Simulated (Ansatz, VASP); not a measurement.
**BAsH2 (armchair BAs ribbon N=3 H/H2 edges): VASP beside Ansatz**

Aim: how closely do two programs agree when they are given the same cell, functional and k mesh? The cell is taken from a series of runs on this material, whose earlier steps may have relaxed, scaled, displaced or heated it; both programs get it as it stands.

Main program and level: Ansatz 0.2.0; plane waves, with VASP 6.6.1 beside it; single point at HSE06.

### 1. Starting point

The cell holds 12 atoms: 3 B, 3 As and 6 H. Cell: a = 12.489 Å, b = 9.448 Å, c = 5.915 Å, α = 90.0°, β = 90.0°, γ = 90.0°. Vacuum lies along a and b. The structure's axis is c.

### 2. VASP: single point, HSE06

With cell and atoms fixed, the geometry can't cause a difference; cores, projectors, grids and the points listed under the comparison can.

Lines of VASP's logs that name or quote its potential files are left out, and so is its time.

The run reads the wave functions of an earlier VASP run, which isn't shown here.

INCAR reads:

```
SYSTEM = BAsH2
PREC = Accurate
ENCUT = 420
EDIFF = 1E-06
NELM = 100
ISMEAR = -1
SIGMA = 0.05
LREAL = .FALSE.
ALGO = Normal
LHFCALC = .TRUE.
AEXX = 0.25
GGA = PE
HFSCREEN = 0.208
LASPH = .TRUE.
NBANDS = 27
PRECFOCK = Fast
LORBIT = 11
LWAVE = .FALSE.
LCHARG = .FALSE.
ISIF = 2
```

POSCAR reads:

```
BAsH2
1.0
   12.4890000000      0.0000000000      0.0000000000
    0.0000000000      9.4480000000      0.0000000000
    0.0000000000      0.0000000000      5.9148176196
B As H
3 3 6
Direct
    0.3819837780      0.5000000000      0.9955137850
    0.6665660870      0.5000000000      0.9844843290
    0.5121372570      0.5000000000      0.5094838020
    0.3857376420      0.5000000000      0.3208944900
    0.6529316400      0.5000000000      0.3341592270
    0.5174367970      0.5000000000      0.8340293410
    0.7170219070      0.6207726350      0.4342674550
    0.7170219070      0.3792273650      0.4342674550
    0.2805021320      0.5000000000      0.4439613800
    0.2974260070      0.5000000000      0.9012281910
    0.7134435760      0.6075886420      0.9365933670
    0.7134435760      0.3924113580      0.9365933670
```

KPOINTS reads:

```
Automatic mesh
0
Gamma
1 1 6
0 0 0
```

The projector-augmented-wave data sets are B, As and H (PBE family, release 64).

The run is started by

```
$ export OMP_NUM_THREADS=3
$ mpirun -np 1 vasp_std
```

Numbers of over 12 decimals in the logs are rounded to 6 here.

The log of the run:

```text
[banner, memory and clock lines left out]
running    1 mpi-ranks, on    1 nodes
 distrk:  each k-point on    1 cores,    1 groups
 distr:  one band on    1 cores,    1 groups
 Offloading initialized ...    1 GPUs detected
 POSCAR found type information on POSCAR B AsH
 POSCAR found :  3 types and      12 ions
 LDA part: xc-table for (Slater+PW92), standard interpolation
 found WAVECAR, reading the header
 POSCAR, INCAR and KPOINTS ok, starting setup
 FFT: planning ... GRIDC
 FFT: planning ... GRID_SOFT
 FFT: planning ... GRID
 reading WAVECAR
 the WAVECAR file was read successfully
 initial charge from wavefunction
 entering main loop
       N       E                     dE             d eps       ncg     rms          rms(c)
DAV:   1    -0.604391390011E+02   -0.60439E+02   -0.14858E+00   269   0.642E+00    0.442E+00
DAV:   2    -0.604483814760E+02   -0.92425E-02   -0.63810E-02   277   0.110E+00    0.297E+00
DAV:   3    -0.604445072361E+02    0.38742E-02   -0.98679E-03   288   0.408E-01    0.179E+00
DAV:   4    -0.604439533587E+02    0.55388E-03   -0.24370E-03   272   0.187E-01    0.105E+00
DAV:   5    -0.604435926481E+02    0.36071E-03   -0.21606E-04   288   0.712E-02    0.609E-01
DAV:   6    -0.604434365138E+02    0.15613E-03   -0.14638E-04   272   0.515E-02    0.340E-01
DAV:   7    -0.604433943816E+02    0.42132E-04   -0.38149E-05   272   0.261E-02    0.190E-01
DAV:   8    -0.604433837661E+02    0.10616E-04   -0.59915E-06   248   0.117E-02    0.108E-01
DAV:   9    -0.604433880650E+02   -0.42989E-05   -0.33730E-06   232   0.821E-03    0.617E-02
DAV:  10    -0.604433992106E+02   -0.11146E-04   -0.18514E-06   202   0.613E-03    0.345E-02
DAV:  11    -0.604434132389E+02   -0.14028E-04   -0.87750E-07   208   0.434E-03    0.194E-02
DAV:  12    -0.604434284553E+02   -0.15216E-04   -0.57389E-07   180   0.339E-03    0.105E-02
DAV:  13    -0.604434438964E+02   -0.15441E-04   -0.41250E-07   200   0.265E-03    0.589E-03
DAV:  14    -0.604434587610E+02   -0.14865E-04   -0.28803E-07   210   0.214E-03    0.339E-03
[...]
DAV:  30    -0.604435784296E+02   -0.25041E-05   -0.17411E-08   216   0.430E-04    0.416E-04
DAV:  31    -0.604435805957E+02   -0.21662E-05   -0.15232E-08   213   0.395E-04    0.378E-04
DAV:  32    -0.604435824897E+02   -0.18940E-05   -0.12665E-08   202   0.366E-04    0.342E-04
DAV:  33    -0.604435841313E+02   -0.16416E-05   -0.11102E-08   205   0.339E-04    0.310E-04
DAV:  34    -0.604435855563E+02   -0.14249E-05   -0.93084E-09   213   0.311E-04    0.282E-04
DAV:  35    -0.604435867704E+02   -0.12141E-05   -0.78303E-09   205   0.283E-04    0.255E-04
DAV:  36    -0.604435877992E+02   -0.10288E-05   -0.64661E-09   213   0.255E-04    0.232E-04
DAV:  37    -0.604435886838E+02   -0.88463E-06   -0.54730E-09   205   0.233E-04
   1 F= -.60443589E+02 E0= -.60443588E+02  d E =-.100521E-05
```

OUTCAR, selected parts (step 2):

```text
ion  position               nearest neighbor table
   1  0.382  0.500  0.996-  10 1.19   4 1.93   6 1.94
   2  0.667  0.500  0.984-  11 1.21  12 1.21   6 2.06   5 2.08
   3  0.512  0.500  0.509-   6 1.92   4 1.93   5 2.04
   4  0.386  0.500  0.321-   9 1.50   1 1.93   3 1.93
   5  0.653  0.500  0.334-   7 1.51   8 1.51   3 2.04   2 2.08
   6  0.517  0.500  0.834-   3 1.92   1 1.94   2 2.06
   7  0.717  0.621  0.434-   5 1.51
   8  0.717  0.379  0.434-   5 1.51
   9  0.281  0.500  0.444-   4 1.50
  10  0.297  0.500  0.901-   1 1.19
  11  0.713  0.608  0.937-   2 1.21
  12  0.713  0.392  0.937-   2 1.21

  LATTYP: Found a simple orthorhombic cell.
 ALAT       =     5.9148176196
 B/A-ratio  =     1.5973442645
 C/A-ratio  =     2.1114767696

 Subroutine GETGRP returns: Found  2 space group operations
 (whereof  2 operations were pure point group operations)

The static configuration has the point symmetry C_1h.

 Found      4 irreducible k-points:

   k-points           NKPTS =      4   k-points in BZ     NKDIM =      6   number of bands    NBANDS=     27

   dimension x,y,z NGX =    84 NGY =   64 NGZ =   40
   dimension x,y,z NGXF=   168 NGYF=  128 NGZF=   80

   ENCUT  =  420.0 eV  30.87 Ry    5.56 a.u.  20.87 15.79  9.88*2*pi/ulx,y,z

   NELECT =      30.0000    total number of electrons

 k-points in reciprocal lattice and weights: Automatic mesh
   0.00000000  0.00000000  0.00000000       0.167
   0.00000000  0.00000000  0.16666667       0.333
   0.00000000  0.00000000  0.33333333       0.333
   0.00000000  0.00000000  0.50000000       0.167

  exchange ACFDT corr.  =         0.00000000  see jH, gK, PRB 81, 115126

 average (electrostatic) potential at core
       1 -32.9489       2 -31.8398       3 -33.4566       4 -53.9985       5 -54.9163
       6 -53.5531       7 -37.3250       8 -37.3250       9 -37.2513      10 -35.5331
      11 -34.8018      12 -34.8018

 E-fermi :  -2.7601

 k-point     1 :       0.0000    0.0000    0.0000
  band No.  band energies     occupation
    ...
     11      -7.6340      2.00000
     12      -6.2997      2.00000
     13      -6.2943      2.00000
     14      -6.1982      2.00000
     15      -3.4127      2.00000
     16      -2.1075      0.00000
     17       0.0087      0.00000
     18       0.5882      0.00000
     19       0.6991      0.00000
     20       1.2362      0.00000
    ...

 k-point     2 :       0.0000    0.0000    0.1667
  band No.  band energies     occupation
    ...
     11      -7.7117      2.00000
     12      -6.4854      2.00000
     13      -6.2393      2.00000
     14      -6.1872      2.00000
     15      -3.8745      2.00000
     16      -1.6755      0.00000
     17       0.0647      0.00000
     18       0.6836      0.00000
     19       0.7650      0.00000
     20       1.1257      0.00000
    ...

 k-point     3 :       0.0000    0.0000    0.3333
  band No.  band energies     occupation
    ...
     11      -7.6963      2.00000
     12      -6.8981      2.00000
     13      -6.5202      2.00000
     14      -5.8859      2.00000
     15      -4.6018      2.00000
     16      -1.0141      0.00000
     17       0.1893      0.00000
     18       0.5268      0.00000
     19       0.6535      0.00000
     20       0.8814      0.00000
    ...

  Total       -1.9415047     -0.8680747     -2.0436444      0.0000000      0.0000000     -0.0392154
  in kB       -4.4569741     -1.9927773     -4.6914490      0.0000000      0.0000000     -0.0900241
  external PRESSURE =      -3.7137335 kB  Pullay stress =       0.0000000 kB

  energy-cutoff  :      420.00
  volume of cell :      697.93
      direct lattice vectors                 reciprocal lattice vectors
    12.489000000  0.000000000  0.000000000     0.080070462  0.000000000  0.000000000
     0.000000000  9.448000000  0.000000000     0.000000000  0.105842506  0.000000000
     0.000000000  0.000000000  5.914817620     0.000000000  0.000000000  0.169066920

 POSITION                                       TOTAL-FORCE (eV/Angst)
 -----------------------------------------------------------------------------------
      4.77060      4.72400      5.88828         0.072542      0.000000     -0.000802
      8.32474      4.72400      5.82305        -0.013203      0.000000     -0.020751
      6.39608      4.72400      3.01350        -0.065122      0.000000      0.061698
      4.81748      4.72400      1.89803        -0.087930      0.000000      0.086167
      8.15446      4.72400      1.97649         0.175590      0.000000      0.128907
      6.46227      4.72400      4.93313        -0.002969      0.000000     -0.095437
      8.95489      5.86506      2.56861        -0.146072     -0.161481     -0.095583
      8.95489      3.58294      2.56861        -0.146072      0.161481     -0.095583
      3.50319      4.72400      2.62595         0.214571      0.000000     -0.119288
      3.71455      4.72400      5.33060         0.119349      0.000000      0.065804
      8.91020      5.74050      5.53978        -0.060341     -0.089387      0.042433
      8.91020      3.70750      5.53978        -0.060341      0.089387      0.042433
 -----------------------------------------------------------------------------------
    total drift:                               -0.029023      0.000000      0.000991

  FREE ENERGIE OF THE ION-ELECTRON SYSTEM (eV)
  ---------------------------------------------------
  free  energy   TOTEN  =       -60.4435886838 eV

  energy  without entropy=      -60.4435876786  energy(sigma->0) =      -60.44358818

 total charge
# of ion       s       p       d       tot
------------------------------------------
    1        0.708   1.161   0.000   1.869
    2        0.683   1.269   0.000   1.951
    3        0.686   1.131   0.000   1.817
    4        1.177   1.766   0.073   3.016
    5        1.187   1.699   0.095   2.981
    6        1.184   1.747   0.068   2.999
    7        0.540   0.017   0.000   0.557
    8        0.540   0.017   0.000   0.557
    9        0.533   0.018   0.000   0.551
   10        0.611   0.022   0.000   0.633
   11        0.610   0.020   0.000   0.630
   12        0.610   0.020   0.000   0.630
--------------------------------------------------
tot          9.070   8.887   0.236  18.193

[... 1 further part left out ...]
```

[end of part 1 of 2]

[Lines on the potential files, build, host, timing and source positions are cut from VASP's logs without a mark.]

[Logs are printed without paths, hosts, clocks, repeated set-up lines and the standing remarks that a program may print on its own settings, such as how far it seeks lower states.]

[Hosts, paths, dates, database ids (printed as entryN), source tags and the programs' standing remarks are cut or masked in the printed files.]
